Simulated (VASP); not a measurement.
# NbB2 (P6/mmm) in VASP: further runs

One crystal, NbB2, is run at these levels: LDA; tasks: single point.

Everything below comes from runs of VASP 6.6.1. Logs are shortened: lines on timing, memory, paths and dates and some standing lists are left out, and cuts for length are marked.

### 1 The cell of the first run

The structure is hexagonal, space group P6/mmm (No. 191). Conventional cell: a = 2.918 Å, b = 2.918 Å, c = 3.199 Å, α = 90.00°, β = 90.00°, γ = 120.00°. Around Nb (site symmetry 6/mmm) lie 12 B at 2.32 Å. B (site symmetry -6m2) is surrounded by 3 B at 1.68 Å.

### 2 Single point, LDA (strain -0.050 along x and y, -0.025 along z, atoms carried along)

INCAR reads:

```
SYSTEM = NbB2
PREC = Accurate
ENCUT = 520
EDIFF = 1E-6
ISMEAR = 0
SIGMA = 0.15
LREAL = .False.
LASPH = .True.
NELM = 100
ALGO = Normal
ISIF = 2
LWAVE = .False.
LCHARG = .True.
GGA = CA
LELF = .True.
LVHAR = .True.
NBANDS = 16
```

KPOINTS reads:

```
regular mesh
0
Gamma
  18 18 14
  0 0 0
```

POSCAR reads:

```
NbB2
1.0
    2.9183819260      0.0000000000      0.0000000000
   -1.4591909630      2.5273928859      0.0000000000
    0.0000000000      0.0000000000      3.1992886370
Nb B
1 2
Direct
    0.0000000000      0.0000000000      0.0000000000
    0.3333333333      0.6666666667      0.5000000000
    0.6666666667      0.3333333333      0.5000000000
```

Potentials or basis: VASP PAW LDA potentials, release 64 (Nb_sv, B).

Command:

```bash
$ cat potpaw_LDA.64/Nb_sv/POTCAR potpaw_LDA.64/B/POTCAR > POTCAR
$ mpirun -np 1 vasp_std > vasp.out
```

OUTCAR:

```text
SYSTEM = NbB2
   PREC = Accurate
   ENCUT = 520
   EDIFF = 1E-6
   ISMEAR = 0
   LREAL = .False.
   LASPH = .True.
   NELM = 100
   ISIF = 2
   GGA = CA

 ion  position               nearest neighbor table
   1  0.000  0.000  0.000-   2 2.32   3 2.32   2 2.32   3 2.32   3 2.32   3 2.32   2 2.32   2 2.32
                             3 2.32   3 2.32   2 2.32   2 2.32
   2  0.333  0.667  0.500-   3 1.68   3 1.68   3 1.68   1 2.32   1 2.32   1 2.32   1 2.32   1 2.32
                             1 2.32
   3  0.667  0.333  0.500-   2 1.68   2 1.68   2 1.68   1 2.32   1 2.32   1 2.32   1 2.32   1 2.32
                             1 2.32

  LATTYP: Found a hexagonal cell.
 ALAT       =     2.9183819260
 C/A-ratio  =     1.0962542663

  Lattice vectors:

 A1 = (   2.9183819260,   0.0000000000,   0.0000000000)
 A2 = (  -1.4591909630,   2.5273928859,   0.0000000000)
 A3 = (   0.0000000000,   0.0000000000,   3.1992886370)

Analysis of symmetry for initial positions (statically):
=====================================================================
 Subroutine PRICEL returns:
 Original cell was already a primitive cell.

 Routine SETGRP: Setting up the symmetry group for a
 hexagonal supercell.

 Subroutine GETGRP returns: Found 24 space group operations
 (whereof 24 operations were pure point group operations)
 out of a pool of 24 trial point group operations.

The static configuration has the point symmetry D_6h.

Analysis of symmetry for dynamics (positions and initial velocities):
=====================================================================
 Subroutine PRICEL returns:
 Original cell was already a primitive cell.

 Routine SETGRP: Setting up the symmetry group for a
 hexagonal supercell.

 Subroutine GETGRP returns: Found 24 space group operations
 (whereof 24 operations were pure point group operations)
 out of a pool of 24 trial point group operations.

The dynamic configuration has the point symmetry D_6h.

 Subroutine INISYM returns: Found 24 space group operations
 (whereof 24 operations are pure point group operations),
 and found     1 'primitive' translations

----------------------------------------------------------------------------------------

                                     Primitive cell

  volume of cell :      23.5976

  direct lattice vectors                    reciprocal lattice vectors
     2.918381926  0.000000000  0.000000000     0.342655631  0.197832321  0.000000000
    -1.459190963  2.527392886  0.000000000     0.000000000  0.395664641  0.000000000
     0.000000000  0.000000000  3.199288637     0.000000000  0.000000000  0.312569484

  length of vectors
     2.918381926  2.918381926  3.199288637     0.395664641  0.395664641  0.312569484

  position of ions in fractional coordinates (direct lattice)
     0.000000000  0.000000000  0.000000000
     0.333333333  0.666666667  0.500000000
     0.666666667  0.333333333  0.500000000

  ion indices of the primitive-cell ions
   primitive index   ion index
                 1           1
                 2           2
                 3           3

----------------------------------------------------------------------------------------

 KPOINTS: regular mesh

Automatic generation of k-mesh.
 Grid dimensions read from file:
 generate k-points for:   18   18   14

 Generating k-lattice:

  Cartesian coordinates                     Fractional coordinates (reciprocal lattice)
     0.019036424  0.010990684  0.000000000     0.055555556  0.000000000  0.000000000
     0.000000000  0.021981369  0.000000000     0.000000000  0.055555556  0.000000000
     0.000000000  0.000000000  0.022326392     0.000000000  0.000000000  0.071428571

  Length of vectors
     0.021981369  0.021981369  0.022326392

  Shift w.r.t. Gamma in fractional coordinates (k-lattice)
     0.000000000  0.000000000  0.000000000

 Subroutine IBZKPT returns following result:
 ===========================================

 Found    296 irreducible k-points:

 Following reciprocal coordinates:
            Coordinates               Weight
  0.000000  0.000000  0.000000      1.000000
  0.055556  0.000000  0.000000      6.000000
  0.111111  0.000000  0.000000      6.000000
  0.166667  0.000000  0.000000      6.000000
  0.222222  0.000000  0.000000      6.000000
  0.277778  0.000000  0.000000      6.000000
[... 16 lines left out ...]
  0.333333  0.111111  0.000000     12.000000
  0.388889  0.111111  0.000000     12.000000
 [... further k-points ...]
   k-points           NKPTS =    296   k-points in BZ     NKDIM =    296   number of bands    NBANDS=     16
   number of dos      NEDOS =    301   number of ions     NIONS =      3
   total plane-waves  NPLWV =  13824
   dimension x,y,z NGX =    24 NGY =   24 NGZ =   24
   dimension x,y,z NGXF=    48 NGYF=   48 NGZF=   48
   ions per type =               1   2
   NGX,Y,Z   is equivalent  to a cutoff of  13.67, 13.67, 12.47 a.u.
   NGXF,Y,Z  is equivalent  to a cutoff of  27.34, 27.34, 24.94 a.u.
 SYSTEM =  NbB2
   PREC   = accura    normal or accurate (medium, high low for compatibility)
   ISTART =      0    job   : 0-new  1-cont  2-samecut
   ICHARG =      2    charge: 1-file 2-atom 10-const
   ISPIN  =      1    spin polarized calculation?
   LNONCOLLINEAR =      F non collinear calculations
   LSORBIT =      F    spin-orbit coupling
   LASPH  =      T    aspherical Exc in radial PAW
   ENCUT  =  520.0 eV  38.22 Ry    6.18 a.u.   5.43  5.43  5.95*2*pi/ulx,y,z
   NELM   =    100;   NELMIN=  2; NELMDL= -5     # of ELM steps
   EDIFF  = 0.1E-05   stopping-criterion for ELM
   LREAL  =      F    real-space projection
   EDIFFG = 0.1E-04   stopping-criterion for IOM
   NSW    =      0    number of steps for IOM
   IBRION =     -1    ionic relax: 0-MD 1-quasi-New 2-CG
   NFREE  =      0    steps in history (QN), initial steepest desc. (CG)
   ISIF   =      2    stress and relaxation
   ISYM   =      2    0-nonsym 1-usesym 2-fastsym
   POTIM  = 0.5000    time-step for ionic-motion
   TEBEG  =    0.0;   TEEND  =   0.0 temperature during run
   PSTRESS=    0.0 pullay stress
   NELECT =      19.0000    total number of electrons
   NUPDOWN=      -1.0000    fix difference up-down
   EMIN   =  10.00;   EMAX   =-10.00  energy-range for DOS
   EFERMI =   0.00;   METHOD = LEGACY
   ISMEAR =     0;   SIGMA  =   0.15  broadening in eV -4-tet -1-fermi 0-gaus
   EFERMI_NEDOS =   21; number of points for ismear=-14 and -15
   IALGO  =     38    algorithm
   IMIX   =      4    mixing-type and parameters
     AMIX     =   0.40;   BMIX     =  1.00
     AMIX_MAG =   1.60;   BMIX_MAG =  1.00
  volume/ion in A,a.u.               =       7.87        53.08
  Fermi-wavevector in a.u.,A,eV,Ry     =   1.523012  2.878075 31.559596  2.319565
  Thomas-Fermi vector in A             =   2.631513
   LORBIT       =      0    0 simple, 1 ext, 2 COOP (PROOUT), +10 PAW based schemes
   GGA     = CA    functional components
   LHFCALC =     F    Hartree Fock is set to
   AEXX    =    0.0000 exact exchange contribution
   IVDW    =     0    specifies the selected vdW correction
   LEPSILON=     F    determine dielectric tensor
   LRPA    =     F    only Hartree local field effects (RPA)
 non-spin polarized calculation
 Gauss-broadening in eV      SIGMA  =   0.15
  energy-cutoff  :      520.00
  volume of cell :       23.60
 maximum number of plane-waves:       666
 NGX is ok and might be reduce to    24
   NGX = 11   NGY = 11   NGZ = 11

 number of electron      19.0000001 magnetization

 Free energy of the ion-electron system (eV)
  ---------------------------------------------------
  ext. energy  EPLUGINS =         0.00000000
  ---------------------------------------------------
  free energy    TOTEN  =       -28.05995672 eV

  energy without entropy =      -28.04890518  energy(sigma->0) =      -28.05443095

 E-fermi :  14.8058     XC(G=0): -14.0113

 val. band max:       14.7916752451   @ k =   0.2222   0.0556   0.0714
 cond. band min:      14.8064713325   @ k =   0.1111   0.0000   0.5000
 fundamental gap:      0.0147960874
 Fermi energy:        14.8057516413

 k-point     1 :       0.0000    0.0000    0.0000
  band No.  band energies     occupation
      1     -40.5194      2.00000
      2     -16.9755      2.00000
      3     -16.2021      2.00000
      4     -16.2021      2.00000
      5      -0.3463      2.00000
      6       9.7144      2.00000
[... 8 lines left out ...]
     15      19.7188      0.00000
     16      20.4046      0.00000

 k-point     2 :       0.0556    0.0000    0.0000
  band No.  band energies     occupation
      1     -40.5136      2.00000
      2     -16.9679      2.00000
      3     -16.2464      2.00000
      4     -16.2117      2.00000
      5      -0.2724      2.00000
      6       9.7825      2.00000
[... 8 lines left out ...]
     15      20.3047      0.00000
     16      20.7168      0.00000

 k-point     3 :       0.1111    0.0000    0.0000
  band No.  band energies     occupation
      1     -40.4971      2.00000
      2     -16.9462      2.00000
      3     -16.3724      2.00000
      4     -16.2393      2.00000
      5      -0.0563      2.00000
      6       9.3940      2.00000
[... 8 lines left out ...]
     15      21.4237      0.00000
     16      21.5138      0.00000

 k-point     4 :       0.1667    0.0000    0.0000
  band No.  band energies     occupation
      1     -40.4717      2.00000
      2     -16.9126      2.00000
      3     -16.5613      2.00000
      4     -16.2813      2.00000
      5       0.2869      2.00000
      6       8.7651      2.00000
[... 8 lines left out ...]
     15      21.8714      0.00000
     16      22.6415      0.00000

 k-point     5 :       0.2222    0.0000    0.0000
  band No.  band energies     occupation
      1     -40.4404      2.00000
      2     -16.8711      2.00000
      3     -16.7865      2.00000
      4     -16.3323      2.00000
      5       0.7366      2.00000
      6       8.0520      2.00000
[... 8 lines left out ...]
     15      21.9151      0.00000
     16      24.0301      0.00000

 k-point     6 :       0.2778    0.0000    0.0000
  band No.  band energies     occupation
      1     -40.4068      2.00000
      2     -17.0192      2.00000
      3     -16.8266      2.00000
      4     -16.3861      2.00000
      5       1.2698      2.00000
      6       7.3121      2.00000
[... 8 lines left out ...]
     15      22.3194      0.00000
     16      25.5452      0.00000
[... 267 lines left out ...]
 k-point    21 :       0.2222    0.1111    0.0000
  band No.  band energies     occupation
      1     -40.3964      2.00000
      2     -17.0417      2.00000
      3     -16.8129      2.00000
      4     -16.4552      2.00000
      5       1.4580      2.00000
      6       7.2951      2.00000
[... 8 lines left out ...]
     15      22.6414      0.00000
     16      25.1641      0.00000

 k-point    22 :       0.2778    0.1111    0.0000
  band No.  band energies     occupation
      1     -40.3665      2.00000
      2     -17.2248      2.00000
      3     -16.7732      2.00000
      4     -16.5202      2.00000
      5       2.0533      2.00000
      6       6.6279      2.00000
[... 8 lines left out ...]
     15      22.7827      0.00000
     16      25.7661      0.00000

 k-point    23 :       0.3333    0.1111    0.0000
  band No.  band energies     occupation
      1     -40.3419      2.00000
      2     -17.3712      2.00000
      3     -16.7406      2.00000
      4     -16.5727      2.00000
      5       2.6858      2.00000
      6       5.9499      2.00000
[... 8 lines left out ...]
     15      23.8448      0.00000
     16      25.3090      0.00000

 k-point    24 :       0.3889    0.1111    0.0000
  band No.  band energies     occupation
      1     -40.3258      2.00000
      2     -17.4654      2.00000
      3     -16.7192      2.00000
      4     -16.6068      2.00000
      5       3.2929      2.00000
      6       5.3166      2.00000
[... 8 lines left out ...]
     15      24.7142      0.00000
     16      24.8666      0.00000

 [... further k-points ...]

------------------------ aborting loop because EDIFF is reached ----------------------------------------

  FORCE on cell =-STRESS in cart. coord.  units (eV):
  Direction    XX          YY          ZZ          XY          YZ          ZX
  --------------------------------------------------------------------------------------
  -------------------------------------------------------------------------------------
  Total        8.4207596      8.4207596      6.3194811      0.0000000      0.0000000      0.0000000
  in kB      571.7333741    571.7333742    429.0655983      0.0000000      0.0000000      0.0000000
  external PRESSURE =     524.1774489 kB  Pullay stress =       0.0000000 kB

 VOLUME and BASIS-vectors are now :
 -----------------------------------------------------------------------------
  energy-cutoff  :      520.00
  volume of cell :       23.60
      direct lattice vectors                 reciprocal lattice vectors
     2.918381926  0.000000000  0.000000000     0.342655631  0.197832321  0.000000000
    -1.459190963  2.527392886  0.000000000     0.000000000  0.395664641  0.000000000
     0.000000000  0.000000000  3.199288637     0.000000000  0.000000000  0.312569484

 POSITION                                       TOTAL-FORCE (eV/Angst)
 -----------------------------------------------------------------------------------
      0.00000      0.00000      0.00000         0.000000      0.000000     -0.000000
     -0.00000      1.68493      1.59964        -0.000000      0.000000     -0.000000
      1.45919      0.84246      1.59964         0.000000     -0.000000      0.000000
 -----------------------------------------------------------------------------------
    total drift:                               -0.000000      0.000000      0.000000

  FREE ENERGIE OF THE ION-ELECTRON SYSTEM (eV)
  ---------------------------------------------------
  free  energy   TOTEN  =       -28.0599567183 eV

  energy  without entropy=      -28.0489051824  energy(sigma->0) =      -28.05443095
```

Run time: 34 s. Hardware: 1 thread of Intel Xeon 6975P-C (Granite Rapids), shared host; peak memory 0.21 GiB.

Results:

```
Free energy            : -28.0600 eV
Pressure               : 52.4 GPa
Band gap on the k mesh : none (metal or under the smearing width)
```

Levels at points of the mesh, in eV from the Fermi level:
```
           k point  band 7  band 8  band 9  band 10  band 11  band 12
(0.00, 0.00, 0.00)   -4.79   -4.79   -3.50     1.67     1.67     3.51
(0.50, 0.00, 0.00)   -6.27   -5.26   -4.61     0.43     1.71     3.48
(0.00, 0.00, 0.50)   -2.18   -2.18   -1.81    -1.81    -1.38    -1.38
(0.50, 0.00, 0.50)   -7.02   -6.68   -3.16     2.46     3.90     4.40
```

Caveat: so large a pressure means that the cell lies far from this level's equilibrium, or that cutoff or potentials fall short.

(Continued in part 2 of 2.)
